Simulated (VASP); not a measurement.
# CuSi11C12 (a cell with a defect) in VASP: notebook, part 2 of 2

VASP 6.6.1. The steps go on from the part before.

## 5. Single point, PBEsol+U, collinear spin, ferromagnetic start

Input file INCAR:

```
SYSTEM = CuSi11C12
ALGO = Normal
EDIFF = 1E-5
ENCUT = 450
GGA = PS
ISIF = 2
ISMEAR = 0
ISPIN = 2
KPAR = 4
LASPH = .TRUE.
LCHARG = .FALSE.
LDAU = .TRUE.
LDAUJ = 0 0 0
LDAUL = 2 -1 -1
LDAUPRINT = 1
LDAUTYPE = 2
LDAUU = 5 0 0
LMAXMIX = 4
LORBIT = 11
LREAL = Auto
LWAVE = .FALSE.
MAGMOM = 3 0 0 0 0 0 0 0 0 0 0 0 0 0 0 0 0 0 0 0 0 0 0 0
NELM = 120
NUPDOWN = 3
PREC = Accurate
SIGMA = 0.03
```

Input file KPOINTS:

```
k-points
0
G
  2 3 3
  0 0 0
```

Input file POSCAR:

```
CuSi11C12
1.0
    0.0000000000      6.5370000000      6.5370000000
    4.3580000000      0.0000000000      4.3580000000
    4.3580000000      4.3580000000      0.0000000000
Cu Si C
1 11 12
Direct
    0.0000000000      0.0000000000      0.0000000000
    0.0000000000      0.0000000000      0.5000000000
    0.0000000000      0.5000000000      0.0000000000
    0.0000000000      0.5000000000      0.5000000000
    0.3333330000      0.0000000000      0.0000000000
    0.3333330000      0.0000000000      0.5000000000
    0.3333330000      0.5000000000      0.0000000000
    0.3333330000      0.5000000000      0.5000000000
    0.6666670000      0.0000000000      0.0000000000
    0.6666670000      0.0000000000      0.5000000000
    0.6666670000      0.5000000000      0.0000000000
    0.6666670000      0.5000000000      0.5000000000
    0.0833333333      0.1250000000      0.1250000000
    0.0833333333      0.1250000000      0.6250000000
    0.0833333333      0.6250000000      0.1250000000
    0.0833333333      0.6250000000      0.6250000000
    0.4166663333      0.1250000000      0.1250000000
    0.4166663333      0.1250000000      0.6250000000
    0.4166663333      0.6250000000      0.1250000000
    0.4166663333      0.6250000000      0.6250000000
    0.7500003333      0.1250000000      0.1250000000
    0.7500003333      0.1250000000      0.6250000000
    0.7500003333      0.6250000000      0.1250000000
    0.7500003333      0.6250000000      0.6250000000
```

Potentials or basis: VASP PAW PBE potentials, release 64 (Cu, Si, C).

Started as:

```bash
> cat potpaw_PBE.64/Cu/POTCAR potpaw_PBE.64/Si/POTCAR potpaw_PBE.64/C/POTCAR > POTCAR
> mpirun -np 4 vasp_std > vasp.out
```

OUTCAR:

```text
SYSTEM = CuSi11C12
   EDIFF = 1E-5
   ENCUT = 450
   GGA = PS
   ISIF = 2
   ISMEAR = 0
   ISPIN = 2
   LASPH = .TRUE.
   LORBIT = 11
   LREAL = Auto
   NELM = 120
   NUPDOWN = 3
   PREC = Accurate

 ion  position               nearest neighbor table
   1  0.000  0.000  0.000-  21 1.89  13 1.89  15 1.89  14 1.89
   2  0.000  0.000  0.500-  22 1.89  14 1.89  16 1.89  13 1.89   6 3.08  10 3.08   9 3.08  12 3.08
                             5 3.08   8 3.08   4 3.08   3 3.08   4 3.08   3 3.08
   3  0.000  0.500  0.000-  23 1.89  15 1.89  16 1.89  13 1.89   7 3.08  11 3.08   9 3.08  12 3.08
                             8 3.08   5 3.08   4 3.08   4 3.08   2 3.08   2 3.08
   4  0.000  0.500  0.500-  24 1.89  16 1.89  14 1.89  15 1.89   8 3.08  12 3.08  11 3.08  10 3.08
                             7 3.08   6 3.08   3 3.08   2 3.08   2 3.08   3 3.08
   5  0.333  0.000  0.000-  13 1.89  17 1.89  18 1.89  19 1.89   2 3.08   3 3.08   6 3.08   7 3.08
                             6 3.08   8 3.08   7 3.08   8 3.08  10 3.08  11 3.08   9 3.08
   6  0.333  0.000  0.500-  14 1.89  18 1.89  17 1.89  20 1.89   2 3.08   4 3.08   5 3.08   8 3.08
                             5 3.08   7 3.08   7 3.08   8 3.08   9 3.08  12 3.08  10 3.08
   7  0.333  0.500  0.000-  15 1.89  19 1.89  17 1.89  20 1.89   3 3.08   4 3.08   5 3.08   8 3.08
                             6 3.08   8 3.08   5 3.08   6 3.08  12 3.08   9 3.08  11 3.08
   8  0.333  0.500  0.500-  16 1.89  20 1.89  19 1.89  18 1.89   4 3.08   3 3.08   2 3.08   6 3.08
                             7 3.08   5 3.08   7 3.08   5 3.08   6 3.08  11 3.08  10 3.08  12 3.08
   9  0.667  0.000  0.000-  21 1.89  22 1.89  23 1.89  17 1.89   2 3.08   3 3.08  10 3.08  10 3.08
                            12 3.08  11 3.08  11 3.08  12 3.08   6 3.08   7 3.08   5 3.08
  10  0.667  0.000  0.500-  22 1.89  21 1.89  24 1.89  18 1.89   2 3.08   4 3.08  12 3.08   9 3.08
                            11 3.08   9 3.08  11 3.08  12 3.08   8 3.08   5 3.08   6 3.08
  11  0.667  0.500  0.000-  23 1.89  21 1.89  24 1.89  19 1.89   3 3.08   4 3.08  12 3.08   9 3.08
                            10 3.08  12 3.08   9 3.08  10 3.08   8 3.08   5 3.08   7 3.08
  12  0.667  0.500  0.500-  24 1.89  23 1.89  22 1.89  20 1.89   4 3.08   3 3.08   2 3.08  10 3.08
                             9 3.08  11 3.08  11 3.08   9 3.08  10 3.08   6 3.08   7 3.08   8 3.08
  13  0.083  0.125  0.125-   5 1.89   1 1.89   3 1.89   2 1.89
  14  0.083  0.125  0.625-   6 1.89   2 1.89   4 1.89   1 1.89
[... 1345 lines left out ...]
     63      13.7119      0.00000
 [bands above 63 left out]

------------------------ aborting loop because EDIFF is reached ----------------------------------------

  FORCE on cell =-STRESS in cart. coord.  units (eV):
  Direction    XX          YY          ZZ          XY          YZ          ZX
  --------------------------------------------------------------------------------------
  -------------------------------------------------------------------------------------
  Total        1.7765667      2.4282115      2.4282115      0.5885292     -0.1347663      0.5885293
  in kB       11.4632872     15.6680217     15.6680217      3.7974813     -0.8695786      3.7974818
  external PRESSURE =      14.2664435 kB  Pullay stress =       0.0000000 kB

 VOLUME and BASIS-vectors are now :
 -----------------------------------------------------------------------------
  energy-cutoff  :      450.00
  volume of cell :      248.30
      direct lattice vectors                 reciprocal lattice vectors
     0.000000000  6.537000000  6.537000000    -0.076487685  0.076487685  0.076487685
     4.358000000  0.000000000  4.358000000     0.114731528 -0.114731528  0.114731528
     4.358000000  4.358000000  0.000000000     0.114731528  0.114731528 -0.114731528

 POSITION                                       TOTAL-FORCE (eV/Angst)
 -----------------------------------------------------------------------------------
      0.00000      0.00000      0.00000         0.006210     -0.087004     -0.087004
      2.17900      2.17900      0.00000        -0.047447      0.070640     -0.350104
      2.17900      0.00000      2.17900        -0.047447     -0.350104      0.070640
      4.35800      2.17900      2.17900         0.370876      0.026047      0.026047
      0.00000      2.17900      2.17900        -0.230124     -0.239784     -0.239784
      2.17900      4.35800      2.17900         0.270874      0.237608     -0.296608
[... 16 lines left out ...]
      3.26850      5.44750      7.62650         0.074889     -0.117193     -0.084715
      5.44750      7.62650      7.62650         0.068138     -0.049461     -0.049461
 -----------------------------------------------------------------------------------
    total drift:                               -0.003101     -0.000125     -0.000125

  FREE ENERGIE OF THE ION-ELECTRON SYSTEM (eV)
  ---------------------------------------------------
  free  energy   TOTEN  =      -181.8640963083 eV

  energy  without entropy=     -181.8640962611  energy(sigma->0) =     -181.86409628

 total charge

# of ion       s       p       d       tot
------------------------------------------
    1        0.570   0.650   9.224  10.444
    2        0.711   0.969   0.000   1.680
    3        0.711   0.969   0.000   1.680
    4        0.711   0.970   0.000   1.681
    5        0.711   0.970   0.000   1.681
    6        0.710   0.971   0.000   1.681
[... 16 lines left out ...]
   23        0.835   1.698   0.000   2.533
   24        0.835   1.699   0.000   2.534
--------------------------------------------------
tot         18.479  31.393   9.224  59.096

 magnetization (x)

# of ion       s       p       d       tot
------------------------------------------
    1        0.001   0.214   0.482   0.697
    2        0.000   0.008   0.000   0.008
    3        0.000   0.008   0.000   0.008
    4        0.000   0.006   0.000   0.006
    5        0.001   0.009   0.000   0.010
    6       -0.000   0.003   0.000   0.003
[... 16 lines left out ...]
   23        0.001   0.015   0.000   0.016
   24        0.000   0.011   0.000   0.011
--------------------------------------------------
tot          0.106   1.367   0.482   1.955
```

Run time: 5.8 min. Hardware: 4 MPI ranks of Intel Xeon Platinum 8375C at 2.90GHz (Ice Lake), shared host; peak memory 0.57 GiB.

Results:

```yaml
Free_energy: -181.8641 eV
Largest_force: 1.901 eV/Å
Net_moment: 3.00 μB per cell
Site_moments: Cu +0.70; Si +0.01, +0.00; C +0.26, +0.01, +0.08, +0.03, +0.22, +0.02 μB
Valence_electrons_inside_the_program's_atomic_spheres: Cu 10.44; Si 1.68; C 2.48, 2.53
```

Forces on the atoms (eV/Å):
```
Cu   0.006 -0.087 -0.087
Si  -0.047  0.071 -0.350
Si  -0.047 -0.350  0.071
Si   0.371  0.026  0.026
Si  -0.230 -0.240 -0.240
Si   0.271  0.238 -0.297
Si   0.271 -0.297  0.238
Si   0.074 -0.035 -0.035
Si  -0.312  0.391  0.391
Si  -0.288  0.218  0.274
Si  -0.288  0.274  0.218
Si  -0.039  0.074  0.074
C    1.067  1.095  1.095
C   -1.122 -0.985  1.136
C   -1.122  1.136 -0.985
C    0.000  0.000  0.000
C    0.102 -0.134 -0.134
C    0.025 -0.071  0.007
C    0.025  0.007 -0.071
C   -0.056  0.006  0.006
C    1.121 -1.086 -1.086
C    0.075 -0.085 -0.117
C    0.075 -0.117 -0.085
C    0.068 -0.049 -0.049
```

Eigenvalues of the final occupation matrices:
```csv
site,spin,trace,eigenvalues
site 1 d,1,4.87,0.97 0.97 0.98 0.98 0.98
site 1 d,2,4.38,0.81 0.82 0.82 0.96 0.96
```

Caveat: the k mesh is coarse (spacing up to 0.42 Å⁻¹), so the values aren't converged; the cutoff is under 1.25 times the usual one of these potentials, so pressure, stress and relaxed cells hold a basis-set (Pulay) error; the PAW data sets were made with another functional, which shifts forces and pressure a little; the total moment is fixed, so each spin has its own Fermi level; the U is typed as a test and isn't derived for this compound. The state reached can hang on the start; a lower one may exist.

## 6. Single point, PBEsol+U, collinear spin, ferromagnetic start

INCAR, as its differences from that of step 5:

```diff
@@ -21,5 +21,5 @@
 LWAVE = .FALSE.
-MAGMOM = 3 0 0 0 0 0 0 0 0 0 0 0 0 0 0 0 0 0 0 0 0 0 0 0
+MAGMOM = 1 0 0 0 0 0 0 0 0 0 0 0 0 0 0 0 0 0 0 0 0 0 0 0
 NELM = 120
-NUPDOWN = 3
+NUPDOWN = 1
 PREC = Accurate
```

KPOINTS is that of step 5.

POSCAR is that of step 5.

Potentials or basis: VASP PAW PBE potentials, release 64 (Cu, Si, C).

Started as:

```bash
> cat potpaw_PBE.64/Cu/POTCAR potpaw_PBE.64/Si/POTCAR potpaw_PBE.64/C/POTCAR > POTCAR
> mpirun -np 4 vasp_std > vasp.out
```

It took 5.5 min on 4 MPI ranks of Intel Xeon Platinum 8375C at 2.90GHz (Ice Lake), shared host; peak memory 0.57 GiB.

Results (log left out):

```
Free energy                                           : -182.5132 eV
Largest force                                         : 1.932 eV/Å
Net moment                                            : 1.00 μB per cell
Site moments                                          : Cu +0.23; Si +0.00, +0.01, -0.00; C +0.04, +0.00, +0.02, +0.16, +0.01 μB
Valence electrons inside the program's atomic spheres : Cu 10.47; Si 1.68; C 2.46, 2.53, 2.47
```

Forces on the atoms (eV/Å):
```
Cu  -0.037  0.051  0.051
Si   0.039  0.027 -0.424
Si   0.039 -0.424  0.027
Si   0.457 -0.043 -0.043
Si  -0.157 -0.182 -0.182
Si   0.200  0.179 -0.245
Si   0.200 -0.245  0.179
Si   0.092 -0.046 -0.046
Si  -0.304  0.443  0.443
Si  -0.320  0.224  0.317
Si  -0.320  0.317  0.224
Si  -0.061  0.071  0.071
C    0.955  0.984  0.984
C   -1.052 -0.967  0.993
C   -1.052  0.993 -0.967
C   -0.079  0.063  0.063
C    0.032  0.011  0.011
C    0.059 -0.104 -0.005
C    0.059 -0.005 -0.104
C   -0.048 -0.006 -0.006
C    1.105 -1.120 -1.120
C    0.066 -0.090 -0.064
C    0.066 -0.064 -0.090
C    0.062 -0.066 -0.066
```

Eigenvalues of the final occupation matrices:
| site | spin | trace | eigenvalues |
| --- | --- | --- | --- |
| site 1 d | 1 | 4.72 | 0.91 0.91 0.96 0.97 0.97 |
| site 1 d | 2 | 4.56 | 0.83 0.89 0.90 0.96 0.97 |

Caveat: the k mesh is coarse (spacing up to 0.42 Å⁻¹), so the values aren't converged; the cutoff is under 1.25 times the usual one of these potentials, so pressure, stress and relaxed cells hold a basis-set (Pulay) error; the PAW data sets were made with another functional, which shifts forces and pressure a little; the total moment is fixed, so each spin has its own Fermi level; the U is typed as a test and isn't derived for this compound. The state reached can hang on the start; a lower one may exist.

## 7. The runs side by side

| fixed moment (μB) | moment (μB) | largest force (eV/Å) |
| --- | --- | --- |
| - | 0.22 | 1.97 |
| 3 | 3.00 | 1.90 |
| 1 | 1.00 | 1.93 |

Alike in all rows: task single point; level PBEsol+U; potentials or basis VASP PAW PBE potentials, release 64 (Cu, Si, C); spin collinear, ferromagnetic start; Cu d U = 5 eV; cell as given; k mesh 2 × 3 × 3; cutoff (eV) 450; smearing gaussian 0.03 eV; the mesh is coarse, so values aren't converged.

Caveats: all runs use coarse meshes; the cutoff is under 1.25 times the usual one of these potentials, so pressure, stress and relaxed cells hold a basis-set (Pulay) error; the PAW data sets were made with another functional, which shifts forces and pressure a little; the U is typed as a test and isn't derived for this compound; the total moment is fixed, so each spin has its own Fermi level (some runs).

Total energies depend on the potentials used, so only differences within one code and one set of settings carry meaning.
